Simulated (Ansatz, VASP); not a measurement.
# Cross-check of Ta (linear Ta chain) between VASP and Ansatz, part 2 of 2

Aim: how closely do two programs agree when they are given the same cell, functional and k mesh? The cell is taken from a series of runs on this material, whose earlier steps may have relaxed, scaled, displaced or heated it; both programs get it as it stands.

VASP 6.6.1 and Ansatz 0.2.0.

So far, moment of the cell, from the last line of the log: step 4 (differences) 1.16.

### 6. VASP: single point, RPBE, pair 2

Level of this step: RPBE, spin-polarised from a ferromagnetic start; plane waves and PAW (Ta_pv) (VASP).

The same cell, functional, mesh and smearing now go to VASP, with its own data sets.

Input file INCAR:

```
SYSTEM = Ta
PREC = Accurate
ENCUT = 500
EDIFF = 1E-06
NELM = 200
ISMEAR = -1
SIGMA = 0.05
LREAL = .FALSE.
ALGO = Normal
GGA = RP
NBANDS = 13
ISPIN = 2
MAGMOM = 0.88
LASPH = .TRUE.
LMAXMIX = 4
LORBIT = 11
LWAVE = .FALSE.
LCHARG = .FALSE.
ISIF = 2
GGA_COMPAT = .FALSE.
```

Input file POSCAR:

```
Ta
1.0
    7.5000000000      0.0000000000      0.0000000000
    0.0000000000      7.5000000000      0.0000000000
    0.0000000000      0.0000000000      2.7609983555
Ta
1
Direct
    0.5000000000      0.5000000000      0.0000000000
```

Input file KPOINTS:

```
Automatic mesh
0
Gamma
1 1 29
0 0 0
```

Potentials, in the order of the species: Ta_pv (PBE family, release 64).

Launch:

```console
$ mpirun -np 1 vasp_std
```

Numbers of over 12 decimals in the logs are rounded to 6 here.

Output:

```text
[banner, memory and clock lines left out]
running    1 mpi-ranks, on    1 nodes
[...]
[... a notice as in an earlier step ...]

 LDA part: xc-table for (Slater+PW92), standard interpolation
 POSCAR, INCAR and KPOINTS ok, starting setup
[...]
entering main loop
       N       E                     dE             d eps       ncg     rms          rms(c)
DAV:   1     0.251981837230E+02    0.25198E+02   -0.53791E+03  1020   0.557E+02
DAV:   2    -0.404419233359E+01   -0.29242E+02   -0.26216E+02  1027   0.106E+02
DAV:   3    -0.650819996981E+01   -0.24640E+01   -0.22634E+01  1036   0.221E+01
DAV:   4    -0.655380203895E+01   -0.45602E-01   -0.45252E-01   857   0.304E+00
[...]
DAV:  21    -0.606243097926E+01    0.34574E-05   -0.44942E-05   780   0.267E-02    0.175E-04
DAV:  22    -0.606242910510E+01    0.18742E-05   -0.57935E-06   790   0.970E-03    0.863E-05
DAV:  23    -0.606242915973E+01   -0.54638E-07   -0.49500E-07   720   0.384E-03
   1 F= -.60624292E+01 E0= -.60515996E+01  d E =-.216591E-01  mag=     1.6304
```

From OUTCAR (step 6):

```text
  Total       -0.2485109     -0.2485109     -5.5626416      0.0000000      0.0000000      0.0000000
  in kB       -2.5637014     -2.5637014    -57.3856083      0.0000000      0.0000000      0.0000000
  external PRESSURE =     -20.8376703 kB  Pullay stress =       0.0000000 kB

  FREE ENERGIE OF THE ION-ELECTRON SYSTEM (eV)
  ---------------------------------------------------
  free  energy   TOTEN  =        -6.0624291597 eV

  energy  without entropy=       -6.0407700351  energy(sigma->0) =       -6.05159960

 magnetization (x)
# of ion       s       p       d       tot
------------------------------------------
    1        0.053   0.010   0.916   0.979

[... 1 part as in an earlier step ...]

[... 3 further parts left out ...]
[key lines of the parts left out:]
E-fermi :  -2.6434
```

### 7. Differences

What differs besides the data sets and the points named for the pairs above, as far as they apply: the data sets hold 13 valence electrons in Ansatz (on its default PAW (the set named soft_2) files) and 11 in VASP. Total energies have different zeros and are not compared.

Compared:

| quantity | Ansatz | VASP | difference |
| --- | --- | --- | --- |
| pressure (GPa) | -2.09 | -2.08 | -0.01 |
| total moment (μB) | 1.61 | 1.63 | -0.02 |
| moment on Ta1 (μB) | 0.88 | 0.98 | -0.10 |

### 8. Ansatz: single point, RPBE, pair 3

A single point gives forces, pressure and levels at one fixed geometry, so differences don't come from the geometry; what else differs is listed under the comparison. The cell compared in this pair holds 131.94 Å³, against 155.31 Å³ for the pair before.

The cell is taken from a series of runs on this material, whose earlier steps may have relaxed, scaled, displaced or heated it; both programs get it as it stands.

Input file input.yaml:

```yaml
crystal:
  lattice:
    - [7.5, 0.0, 0.0]
    - [0.0, 7.5, 0.0]
    - [0.0, 0.0, 2.3456269215]
  atoms:
    - { symbol: Ta, position: [0.5, 0.5, 0.0], spin: 0.51 }
magnetization:
  spin_polarized: true
kpoints:
  mp_grid: { grid: [1, 1, 35] }
scf:
  occupations: { method: fermi_dirac, width: 0.05 }
hamiltonian:
  xc: rpbe
output:
  transmission:
    e_range: [-2, 2]
    de: 0.035
    kmesh: [1, 1]
    reduced_basis: true
    leads: [[0, 0]]
  stress: true
```

Launch:

```console
$ ansatz run input.yaml --threads 4 --pin off --max-ram 8192MiB --backend cpu --events-out ev --progress --plain --runs-dir out
```

Output:

```text
[...]
Crystal: 1 atoms, lattice volume = 131.942 Å³
Basis set: ecut = 420 eV, 2583 PW (Γ)
Bands: 11, of which v1, the nominal top of the filled ones, is band 7 counted from 1 (6 counted from 0)
Symmetry: 16 space group operations
[...]
k-points: 18 of 35
[...]
Starting moments: Σ|m| = 0.51 μB on 1 of 1 site
[...]
--- Transmission ---
  basis      : 497 plane waves across, 3 finite elements along
  points     : 1, standing for a mesh of 1 x 1
[...]
crystal 0  : Ta1, at the sites [0, 0], period 2.3456 Å: whole cells are its period
[...]
filled         : 3.0 meV under the level at which it is neutral
    channels       : 6.000000e0 up, 5.000000e0 down
[...]
[key lines of the parts left out:]
SCF converged after 16 iterations
Magnetization: 0.5616 μB (6.7808 up, 6.2192 down)
Free energy (F): -9939.889037 eV
Fermi energy:    -0.704097 eV
P = ⅓ Tr σ = 0.9558 GPa (9.558 kbar)
```

Between step 4 and this run (another cell and other k-mesh) the value for the moment of the cell, from the last line of the log moves from 1.16 to 0.562 (-52 %).

### 9. VASP: single point, RPBE, pair 3

The same cell, functional, mesh and smearing now go to VASP, with its own data sets.

Edit INCAR of step 6 so:

```diff
@@ -12,3 +12,3 @@
 ISPIN = 2
-MAGMOM = 0.88
+MAGMOM = 0.22
 LASPH = .TRUE.
```

Edit POSCAR of step 6 so:

```diff
@@ -4,3 +4,3 @@
     0.0000000000      7.5000000000      0.0000000000
-    0.0000000000      0.0000000000      2.7609983555
+    0.0000000000      0.0000000000      2.3456269215
 Ta
```

Input file KPOINTS:

```
Automatic mesh
0
Gamma
1 1 35
0 0 0
```

Launch:

```console
$ mpirun -np 1 vasp_std
```

Output:

```text
[... set-up lines as in an earlier step ...]
 entering main loop
       N       E                     dE             d eps       ncg     rms          rms(c)
DAV:   1     0.314045794442E+02    0.31405E+02   -0.56206E+03  1224   0.574E+02
DAV:   2    -0.458577550410E+01   -0.35990E+02   -0.32905E+02  1297   0.118E+02
DAV:   3    -0.690721787287E+01   -0.23214E+01   -0.21513E+01  1236   0.228E+01
DAV:   4    -0.694792360583E+01   -0.40706E-01   -0.40458E-01  1040   0.307E+00
[...]
DAV:  34    -0.640131394367E+01    0.76058E-05   -0.60276E-05   936   0.606E-02    0.174E-03
DAV:  35    -0.640131377013E+01    0.17353E-06   -0.12330E-05   936   0.270E-02    0.397E-03
DAV:  36    -0.640131298684E+01    0.78330E-06   -0.51304E-06   936   0.185E-02
   1 F= -.64013130E+01 E0= -.63908378E+01  d E =-.209504E-01  mag=     0.0027
```

From OUTCAR (step 9):

```text
  Total       -0.2564479     -0.2564479      2.6131585     -0.0000000     -0.0000000      0.0000000
  in kB       -3.1140692     -3.1140692     31.7318123     -0.0000000     -0.0000000      0.0000000
  external PRESSURE =       8.5012246 kB  Pullay stress =       0.0000000 kB

  FREE ENERGIE OF THE ION-ELECTRON SYSTEM (eV)
  ---------------------------------------------------
  free  energy   TOTEN  =        -6.4013129868 eV

  energy  without entropy=       -6.3803626135  energy(sigma->0) =       -6.39083780

 magnetization (x)
# of ion       s       p       d       tot
------------------------------------------
    1        0.000   0.000   0.001   0.001

[... 1 part as in an earlier step ...]

[... 3 further parts left out ...]
[key lines of the parts left out:]
E-fermi :  -2.5463
```

### 10. Comparison

What differs besides the data sets and the points named for the pairs above, as far as they apply: the data sets hold 13 valence electrons in Ansatz (on its default PAW (the set named soft_2) files) and 11 in VASP. Total energies have different zeros and are not compared.

Compared:

| quantity | Ansatz | VASP | difference |
| --- | --- | --- | --- |
| pressure (GPa) | 0.96 | 0.85 | +0.11 |
| total moment (μB) | 0.56 | 0.00 | +0.56 |
| moment on Ta1 (μB) | 0.22 | 0.00 | +0.22 |

The two runs ended with unlike total or site moments, perhaps in different magnetic states; the other differences may follow from that, so they don't measure the programs' precision.

### 11. Summary of results

```
difference in total moment (single point, RPBE, pair 1) : -0.0029 μB
difference in total moment (single point, RPBE, pair 2) : -0.015 μB
difference in total moment (single point, RPBE, pair 3) : 0.56 μB
```

**Reading.** The difference in total moment is -0.0029 μB (single point, RPBE, pair 1). The data sets hold unlike numbers of valence electrons (13 in Ansatz and 11 in VASP), so part of the differences comes from the potentials. The runs of the single point, RPBE, pair 3 pair ended with unlike moments, so it says little about numerical agreement. What causes the difference of the single point, RPBE, pair 3 pair stays open here. 5 further runs of this series are not shown here. How closely two codes agree says nothing of how well the functional describes the real material.

[Lines on the potential files, build, host, timing and source positions are cut from VASP's logs without a mark.]

[Logs are printed without paths, hosts, clocks, repeated set-up lines and the standing remarks that a program may print on its own settings, such as how far it seeks lower states.]

[Hosts, paths, dates, database ids (printed as entryN), source tags and the programs' standing remarks are cut or masked in the printed files.]
